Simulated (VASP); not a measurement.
```
AlCo
1.0
    2.86694     0.00000     0.00000
    0.00000     2.86694     0.00000
    0.00000     0.00000     2.86694
Al Co
1 1
Cartesian
  1.43347   1.43347   1.43347
  0.00000   0.00000   0.00000
```

Computed with revPBE GGA, VASP's PBE PAW potentials (set 64) (plane waves; VASP). Numerical set-up: 520 eV cut-off, 13×13×13 Γ-centred mesh, first-order Methfessel-Paxton smearing of 0.10 eV, potentials Al Co.

### Question
Predict the energy per atom (σ→0), band gap (on the k-mesh) with the smallest direct gap where there is one.

### Answer

| Property | Value |
|---|---|
| band gap (on the k-mesh) | none (metal, semimetal or under 0.01 eV) |
| energy per atom (σ→0) | -5671 meV/atom |

Total energies compare only between runs with the same potentials, cut-off and functional.

The compound is CoAl in the CsCl type structure. It was relaxed first. The run is not spin-polarised, so no magnetic state was tried.
